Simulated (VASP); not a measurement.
Data:

```xyz
3
Lattice="0.0000 2.7050 2.7050 2.7050 0.0000 2.7050 2.7050 2.7050 0.0000" Properties=species:S:1:pos:R:3 pbc="T T T"
Si     1.3525     1.3525     1.3525
Si     4.0575     4.0575     4.0575
Ni     0.0000     0.0000     0.0000
```

All values below come from PBE GGA, VASP's PBE PAW potentials (set 64) (plane waves; VASP). Settings: 400 eV cut-off, 9×9×9 Γ-centred mesh, first-order Methfessel-Paxton smearing of 0.10 eV, potentials Si Ni.

Task: Predict the energy per atom (σ→0), pressure, band gap (on the k-mesh) with the smallest direct gap where there is one.

Result: 
```yaml
band gap (on the k-mesh): none (metal, semimetal or under 0.01 eV)
energy per atom (σ→0): -5.788 eV/atom
pressure: 32.8 kbar
```

Only differences to runs with the same potentials and settings are physical.

The compound is NiSi2 in the fluorite structure. The cell was not relaxed at this level. The run is not spin-polarised, so no magnetic state was tried.
